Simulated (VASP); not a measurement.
Output of a VASP run:

OSZICAR:
```
...
  Degree of freedom:   1/  2
       N       E                     dE             d eps       ncg     rms          rms(c)
RMM:   1    -0.319422853288E+00   -0.31942E+00    0.24287E-01  1280   0.945E+00
RMM:   2    -0.328948753702E+00   -0.95259E-02   -0.28288E-02  1594   0.136E+00    0.513E-02
RMM:   3    -0.329132513177E+00   -0.18376E-03   -0.16248E-03  1650   0.358E-01    0.296E-02
RMM:   4    -0.329079851911E+00    0.52661E-04   -0.17221E-04  1744   0.117E-01    0.588E-03
RMM:   5    -0.329091744659E+00   -0.11893E-04   -0.21893E-05  1615   0.345E-02    0.236E-03
RMM:   6    -0.329094844878E+00   -0.31002E-05   -0.45161E-07  1754   0.153E-02    0.932E-04
RMM:   7    -0.329089991742E+00    0.48531E-05   -0.45603E-07  1776   0.543E-03    0.401E-04
RMM:   8    -0.329083432183E+00    0.65596E-05    0.76123E-07  1728   0.209E-03    0.954E-05
RMM:   9    -0.329082585224E+00    0.84696E-06    0.35368E-07  1956   0.897E-04    0.405E-05
RMM:  10    -0.329081790300E+00    0.79492E-06    0.10443E-07  2042   0.484E-04    0.168E-05
RMM:  11    -0.329081945899E+00   -0.15560E-06    0.90080E-08  2104   0.329E-04    0.647E-06
RMM:  12    -0.329081823334E+00    0.12256E-06    0.49896E-08  2072   0.257E-04    0.209E-06
RMM:  13    -0.329081779973E+00    0.43362E-07    0.69688E-08  2158   0.226E-04    0.883E-07
RMM:  14    -0.329081768700E+00    0.11272E-07    0.43885E-08  2208   0.218E-04    0.608E-07
RMM:  15    -0.329081753030E+00    0.15670E-07    0.28197E-08  2232   0.212E-04    0.685E-07
RMM:  16    -0.329081754413E+00   -0.13837E-08    0.29019E-08  2225   0.210E-04    0.370E-07
 Linear response progress:
  Degree of freedom:   2/  2
       N       E                     dE             d eps       ncg     rms          rms(c)
RMM:   1    -0.354812374666E+00   -0.35481E+00    0.42288E-01   413   0.102E+01
RMM:   2    -0.364472442469E+00   -0.96601E-02   -0.27913E-02   505   0.136E+00    0.585E-02
RMM:   3    -0.364451901490E+00    0.20541E-04   -0.16307E-03   486   0.355E-01    0.337E-02
RMM:   4    -0.364274315088E+00    0.17759E-03   -0.23125E-04   510   0.141E-01    0.878E-03
RMM:   5    -0.364303192234E+00   -0.28877E-04   -0.23612E-05   557   0.427E-02    0.393E-03
RMM:   6    -0.364344971266E+00   -0.41779E-04   -0.38030E-06   534   0.150E-02    0.114E-03
RMM:   7    -0.364354572524E+00   -0.96013E-05   -0.92480E-07   551   0.640E-03    0.753E-04
RMM:   8    -0.364358102539E+00   -0.35300E-05   -0.52064E-07   466   0.437E-03    0.370E-04
RMM:   9    -0.364363205380E+00   -0.51028E-05   -0.12569E-07   557   0.185E-03    0.302E-04
RMM:  10    -0.364370563014E+00   -0.73576E-05   -0.64399E-08   491   0.128E-03    0.143E-04
RMM:  11    -0.364372140614E+00   -0.15776E-05   -0.47841E-08   485   0.617E-04    0.967E-05
RMM:  12    -0.364372487166E+00   -0.34655E-06   -0.38272E-08   483   0.524E-04    0.592E-05
RMM:  13    -0.364372786016E+00   -0.29885E-06    0.87759E-09   562   0.372E-04    0.288E-05
RMM:  14    -0.364372972379E+00   -0.18636E-06   -0.38383E-08   511   0.221E-04    0.142E-05
RMM:  15    -0.364373027141E+00   -0.54762E-07   -0.20899E-08   537   0.200E-04    0.565E-06
RMM:  16    -0.364373085918E+00   -0.58777E-07   -0.14897E-08   565   0.149E-04    0.229E-06
RMM:  17    -0.364373104863E+00   -0.18946E-07   -0.23984E-09   537   0.138E-04    0.775E-07
RMM:  18    -0.364373099093E+00    0.57699E-08   -0.55914E-09   587   0.132E-04    0.511E-07
 Linear response finished
```

**OUTCAR**
```
------------------------ aborting loop because EDIFF is reached ----------------------------------------

   1 f  =    4.830523 THz    30.351069 2PiTHz  161.128892 cm-1    19.977428 meV
             X         Y         Z           dx          dy          dz
      2.104421  1.214985  8.425325    -0.377749   -0.597750    0.000000
     -0.000002  2.429975  6.999995     0.377749    0.597750    0.000000

   2 f  =    4.830522 THz    30.351064 2PiTHz  161.128868 cm-1    19.977425 meV
             X         Y         Z           dx          dy          dz
      2.104421  1.214985  8.425325    -0.597750    0.377749    0.000000
     -0.000002  2.429975  6.999995     0.597750   -0.377749    0.000000

   3 f  =    4.589958 THz    28.839555 2PiTHz  153.104510 cm-1    18.982531 meV
             X         Y         Z           dx          dy          dz
      2.104421  1.214985  8.425325     0.000000    0.000000    0.707107
     -0.000002  2.429975  6.999995    -0.000000    0.000000   -0.707107

   4 f  =    0.000000 THz     0.000000 2PiTHz    0.000000 cm-1     0.000000 meV
             X         Y         Z           dx          dy          dz
      2.104421  1.214985  8.425325    -0.707107   -0.000000   -0.000000
     -0.000002  2.429975  6.999995    -0.707107   -0.000000    0.000000

   5 f  =    0.000000 THz     0.000000 2PiTHz    0.000000 cm-1     0.000000 meV
             X         Y         Z           dx          dy          dz
      2.104421  1.214985  8.425325     0.000000    0.000000    0.707107
     -0.000002  2.429975  6.999995    -0.000000    0.000000    0.707107

   6 f/i=    0.000000 THz     0.000000 2PiTHz    0.000001 cm-1     0.000000 meV
             X         Y         Z           dx          dy          dz
      2.104421  1.214985  8.425325     0.000000   -0.707107    0.000000
     -0.000002  2.429975  6.999995     0.000000   -0.707107    0.000000

 ELASTIC MODULI CONTR FROM IONIC RELAXATION (kBar)
 Direction    XX          YY          ZZ          XY          YZ          ZX
 --------------------------------------------------------------------------------
 XX        -261.1943   -113.6892   -113.9154     -0.0000     95.8951      0.0000
 YY        -113.6892   -261.1944   -113.9154     -0.0000    -95.8951     -0.0000
 ZZ        -113.9154   -113.9154    -69.2306     -0.0000     -0.0000     -0.0000
 XY          -0.0000     -0.0000     -0.0000    -73.7526     -0.0000     97.6166
 YZ          95.8951    -95.8951     -0.0000     -0.0000   -124.6854     -0.0000
 ZX           0.0000     -0.0000     -0.0000     97.6166     -0.0000   -129.2023
 --------------------------------------------------------------------------------
```
(Selected blocks of OUTCAR.)

POSCAR:
```
Bi
1
    4.2088370000     0.0000000000     0.0000000000
   -2.1044180000     3.6449600000     0.0000000000
    0.0000000000     0.0000000000    15.4253200000
Bi
2
Direct
  0.6666670000   0.3333330000   0.5462010000
  0.3333330000   0.6666670000   0.4537990000
```

Question: Write an INCAR and KPOINTS that could have produced this output.

Answer: This is not unique; one that fits is the input of the run itself, PBE GGA, plane waves, VASP's PBE PAW potentials (set 64).

**INCAR**
```
# general
SYSTEM  =Bi
PREC    =Accurate
ENCUT   =300   # plane-wave cut-off (eV)
LREAL   =.False.
LASPH   =.True.

# electronic loop
EDIFF   =1E-8
NELM    =100
ALGO    =Normal   # blocked Davidson
LMAXMIX =4   # l cut-off of mixed one-centre charges

# smearing
ISMEAR  =-1   # Fermi-Dirac
SIGMA   =0.1   # width (eV)

# functional
GGA     =PE   # PBE

# ions
IBRION  =8
NSW     =1
ISIF    =2   # forces and stress, cell fixed

# output
LWAVE   =.False.
LCHARG  =.False.

# other
LEPSILON=.False.
```

File KPOINTS:
```
Automatic mesh
0
Gamma
7 7 1
0 0 0
```

POTCAR, in this order: Bi_d (PBE.64 set). Program: vasp_std.

At this cut-off the stress carries a Pulay error, which pulls relaxed volumes low. The cell holds a wide vacuum, so values per volume refer to the whole cell.

The cell is a sheet with vacuum, built from a generated structure.
